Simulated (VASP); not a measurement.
A convergence study with VASP on BeS (zinc blende): one setting is varied, all else stays as given below, so the limit is that of these other settings. Each run relaxes cell and ions from the cell shown.

```yaml
crystal:
  lattice:
    - [0.00000, 2.43500, 2.43500]
    - [2.43500, 0.00000, 2.43500]
    - [2.43500, 2.43500, 0.00000]
  atoms:
    - { symbol: Be, position: [0.00000, 0.00000, 0.00000] }
    - { symbol: S, position: [0.25000, 0.25000, 0.25000] }
```

Calculation: PBE GGA, VASP's PBE PAW potentials (set 64) (plane waves; VASP 6.6.1). The tightest run used: 550 eV cut-off, 13×13×13 Γ-centred mesh, Gaussian smearing of 0.050 eV, potentials Be S.

Gaps are read on the run's mesh, which can miss a band edge.

```tsv
setting	relaxed volume (Å³/atom)	E (eV/atom)	gap on the mesh (eV)	irreducible k-points
2×2×2 mesh	16.143	-4.3116	3.182	3
3×3×3 mesh	14.820	-4.8889	3.846	4
4×4×4 mesh	14.576	-4.9823	3.146	8
5×5×5 mesh	14.517	-5.0012	3.434	10
```

### Question
These are the cheaper rows. Estimate the results at 13×13×13 mesh, and how far the last row shown lies from them.

### Answer

```tsv
quantity	tightest run	last row shown is off by
relaxed volume (Å³/atom)	14.495	0.022
E (eV/atom)	-5.0068	0.0056
gap on the mesh (eV)	3.192	0.242
```

Left out are rungs that failed or repeat a setting and relaxations that didn't move; long series are thinned to 24 rows.

The compound is BeS in the zinc blende structure.
